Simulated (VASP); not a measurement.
A convergence study with VASP on SnO2 (rutile): one setting is varied, all else stays as given below, so the limit is that of these other settings. Each run relaxes cell and ions from the cell shown.

```
SnO2
1.0
    4.74000     0.00000     0.00000
    0.00000     4.74000     0.00000
    0.00000     0.00000     3.19000
Sn O
2 4
Direct
  0.00000   0.00000   0.00000
  0.50000   0.50000   0.50000
  0.30700   0.30700   0.00000
  0.80700   0.19300   0.50000
  0.19300   0.80700   0.50000
  0.69300   0.69300   0.00000
```

Method: PBEsol GGA, VASP's PBE PAW potentials (set 64) (plane waves; VASP). The tightest run used: 700 eV cut-off, 7×7×11 Γ-centred mesh, Gaussian smearing of 0.050 eV, potentials Sn_d O.

Unless said otherwise, spin-orbit coupling is left out, though it shifts the bands of the heavy elements here. Gaps are read on the run's mesh, which can miss a band edge.

| setting | relaxed volume (Å³/atom) | E (eV/atom) | gap on the mesh (eV) | irreducible k-points |
|---|---|---|---|---|
| 1×1×2 mesh | 11.995 | -6.4601 | 1.050 | 2 |
| 2×2×3 mesh | 12.173 | -6.5971 | 0.893 | 6 |
| 2×2×4 mesh | 12.186 | -6.6071 | 0.899 | 9 |

### Question
These are the cheaper rows. Estimate the results at 7×7×11 mesh, and how far the last row shown lies from them.

### Answer

| quantity | tightest run | last row shown is off by |
|---|---|---|
| relaxed volume (Å³/atom) | 12.200 | -0.014 |
| E (eV/atom) | -6.6144 | 0.0073 |
| gap on the mesh (eV) | 0.889 | 0.010 |

Left out are rungs that failed or repeat a setting and relaxations that didn't move; long series are thinned to 24 rows.

The compound is SnO2 in the rutile structure.
